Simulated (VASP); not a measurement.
NbC (relaxed from the NiAs type structure, space group P6_3/mmc): computed properties

The numbers are results of PBEsol GGA, VASP's PBE PAW potentials (set 64) (plane waves; VASP), not measurements.

```json
{
 "space_group": "P6_3/mmc (194)",
 "cell": "a = 3.1124 Å, b = 3.1124 Å, c = 5.5293 Å, α = 90.00°, β = 90.00°, γ = 120.00°",
 "volume_per_atom": "11.60 Å³/atom",
 "band gap (over mesh and band path)": "none (metal, semimetal or under 0.01 eV)",
 "density": "7.51 g/cm³"
}
```

```cif
data_C2Nb2
_chemical_formula_sum 'Nb2 C2'
_space_group_name_H-M_alt 'P 1'
_space_group_IT_number 1
_cell_length_a 3.11245
_cell_length_b 3.11245
_cell_length_c 5.52933
_cell_angle_alpha 90.000
_cell_angle_beta 90.000
_cell_angle_gamma 120.000
loop_
_space_group_symop_operation_xyz
  'x, y, z'
loop_
_atom_site_label
_atom_site_type_symbol
_atom_site_fract_x
_atom_site_fract_y
_atom_site_fract_z
_atom_site_occupancy
Nb1 Nb 0.00000 0.00000 0.00000 1
Nb2 Nb 0.00000 0.00000 0.50000 1
C1 C 0.33333 0.66667 0.25000 1
C2 C 0.66667 0.33333 0.75000 1
```

The structure was generated: NbC was put into the NiAs type type (P6_3/mmc), which need not be its known phase. It was relaxed first, which changed the volume by -31 %. Symmetry was kept, so distortions that lower it aren't found.
